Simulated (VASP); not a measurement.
Given:

```yaml
crystal:
  lattice:
    - [1.91711, -5.06603, 0.00000]
    - [1.91711, 5.06603, 0.00000]
    - [0.00000, 0.00000, 3.77808]
  atoms:
    - { symbol: P, position: [0.56400, 0.43600, 0.25000] }
    - { symbol: P, position: [0.43600, 0.56400, 0.75000] }
    - { symbol: W, position: [0.85475, 0.14525, 0.25000] }
    - { symbol: W, position: [0.14525, 0.85475, 0.75000] }
```

Method: PBE GGA, VASP's PBE PAW potentials (set 64) (plane waves; VASP). Run with 400 eV cut-off, KSPACING 0.4 per Å, Gaussian smearing of 0.050 eV, potentials P W_sv.

**Question.** Give the force on each atom (eV/Å).

**Answer.** 
```
atom     Fx      Fy     Fz
----  -----  ------  -----
P1    0.000  -2.514  0.000
P2    0.000   2.514  0.000
W3    0.000  -0.462  0.000
W4    0.000   0.462  0.000
```

**Question.** Give the stress tensor in GPa (positive for a compressed cell).

**Answer.** 
```
-35.27    0.00    0.00
  0.00  -30.33    0.00
  0.00    0.00  -19.11
```
The pressure is its mean diagonal, -28.24 GPa.

The structure was generated: PW was put into the CrB type (Cmcm), which need not be its known phase. The cell was not relaxed at this level. The run is one of a series of settings (KGAMMA = .TRUE., KSPACING = 0.4, KPOINTS file removed against the base run), some of them coarse on purpose.
